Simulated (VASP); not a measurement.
These are TPSS meta-GGA, VASP's PBE PAW potentials (set 64) (plane waves; VASP 6.6.1) values and carry that method's errors.

Input for VASP

### POSCAR
```
W
1
   -1.6186228297     1.6186228297     1.6186228297
    1.6186228297    -1.6186228297     1.6186228297
    1.6186228297     1.6186228297    -1.6186228297
W
1
Direct
  0.0000000000   0.0000000000   0.0000000000
```

KPOINTS:
```
Automatic mesh
0
Gamma
16 16 16
0 0 0
```

### INCAR
```
SYSTEM = W
PREC = Accurate
ENCUT = 520
EDIFF = 1E-7
NELM = 100
ALGO = Normal
LREAL = .FALSE.
LASPH = .TRUE.
ISMEAR = 1
SIGMA = 0.1
METAGGA = TPSS
LMIXTAU = .TRUE.
LMAXMIX = 6
LWAVE = .FALSE.
LCHARG = .FALSE.
ISIF = 2
```

POTCAR, in this order: W_sv (PBE.64 set). Program: vasp_std.

What VASP printed:

**OSZICAR**
```
       N       E                     dE             d eps       ncg     rms          rms(c)
DAV:   1     0.145177253304E+03    0.14518E+03   -0.11228E+04  3317   0.221E+03
DAV:   2     0.194783179247E+02   -0.12570E+03   -0.12129E+03  3765   0.510E+02
DAV:   3     0.145728061125E+02   -0.49055E+01   -0.47750E+01  4341   0.107E+02
DAV:   4     0.144759333623E+02   -0.96873E-01   -0.96724E-01  4208   0.164E+01
DAV:   5     0.144737002186E+02   -0.22331E-02   -0.22329E-02  4618   0.216E+00    0.277E+01
DAV:   6    -0.142741059102E+02   -0.28748E+02   -0.35606E+01  3190   0.854E+01    0.531E+00
DAV:   7    -0.136674235554E+02    0.60668E+00   -0.14111E+00  3517   0.156E+01    0.119E+00
DAV:   8    -0.140741943887E+02   -0.40677E+00   -0.41206E-01  3253   0.101E+01    0.167E+00
DAV:   9    -0.142436087541E+02   -0.16941E+00   -0.11371E-01  3317   0.509E+00    0.804E-01
DAV:  10    -0.143071828913E+02   -0.63574E-01   -0.28567E-02  3238   0.246E+00    0.663E-02
DAV:  11    -0.143127161348E+02   -0.55332E-02   -0.24971E-03  3500   0.640E-01    0.710E-02
DAV:  12    -0.143141923949E+02   -0.14763E-02   -0.28498E-04  3418   0.274E-01    0.467E-02
DAV:  13    -0.143142805713E+02   -0.88176E-04   -0.27130E-05  3435   0.795E-02    0.183E-02
DAV:  14    -0.143142915023E+02   -0.10931E-04   -0.30127E-06  3422   0.250E-02    0.287E-03
DAV:  15    -0.143142927147E+02   -0.12124E-05   -0.26590E-07  3418   0.497E-03    0.179E-03
DAV:  16    -0.143142926488E+02    0.65929E-07   -0.73473E-08  1759   0.300E-03
   1 F= -.14314293E+02 E0= -.14314043E+02  d E =-.748048E-03
```

### OUTCAR
```
------------------------ aborting loop because EDIFF is reached ----------------------------------------
  FORCE on cell =-STRESS in cart. coord.  units (eV):
  Direction    XX          YY          ZZ          XY          YZ          ZX
  --------------------------------------------------------------------------------------
  Total       -1.7591534     -1.7591534     -1.7591534      0.0000000      0.0000000     -0.0000000
  in kB     -166.1564895   -166.1564895   -166.1564895      0.0000000      0.0000000     -0.0000000
  external PRESSURE =    -166.1564895 kB  Pullay stress =       0.0000000 kB
  volume of cell :       16.96
      direct lattice vectors                 reciprocal lattice vectors
    -1.618622830  1.618622830  1.618622830     0.000000000  0.308904577  0.308904577
     1.618622830 -1.618622830  1.618622830     0.308904577  0.000000000  0.308904577
     1.618622830  1.618622830 -1.618622830     0.308904577  0.308904577  0.000000000
 POSITION                                       TOTAL-FORCE (eV/Angst)
 -----------------------------------------------------------------------------------
      0.00000      0.00000      0.00000         0.000000     -0.000000      0.000000
 -----------------------------------------------------------------------------------
    total drift:                               -0.000000     -0.000000      0.000000
  FREE ENERGIE OF THE ION-ELECTRON SYSTEM (eV)
  ---------------------------------------------------
  free  energy   TOTEN  =       -14.3142926488 eV

  energy  without entropy=      -14.3135446010  energy(sigma->0) =      -14.31404330
```
(Selected blocks of OUTCAR.)

The compound is W in the bcc structure. This cell is one point of a volume scan, at 1.06 of the reference volume.
